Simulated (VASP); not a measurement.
Given:

```
CELL_PARAMETERS angstrom
      3.84747     0.00000     0.00000
      0.00000     3.84747     0.00000
      0.00000     0.00000     3.84747
ATOMIC_POSITIONS crystal
  Sr 0.00000 0.00000 0.00000
  Ti 0.50000 0.50000 0.50000
  O  0.50000 0.00000 0.50000
  O  0.00000 0.50000 0.50000
  O  0.50000 0.50000 0.00000
```

Method: TPSS meta-GGA, VASP's PBE PAW potentials (set 64) (plane waves; VASP 6.6.1). Settings: 520 eV cut-off, 6×6×6 Γ-centred mesh, Gaussian smearing of 0.050 eV, potentials Sr_sv Ti_sv O.

**Question.** Give the stress tensor in GPa (positive for a compressed cell).

**Answer.** 
```
12.70   0.00   0.00
 0.00  12.70   0.00
 0.00   0.00  12.70
```
The pressure is its mean diagonal, 12.70 GPa.

The compound is SrTiO3 in the cubic perovskite structure, the ideal cubic form; the compound distorts at low or room temperature. This cell is one point of a volume scan, at 0.94 of the reference volume.
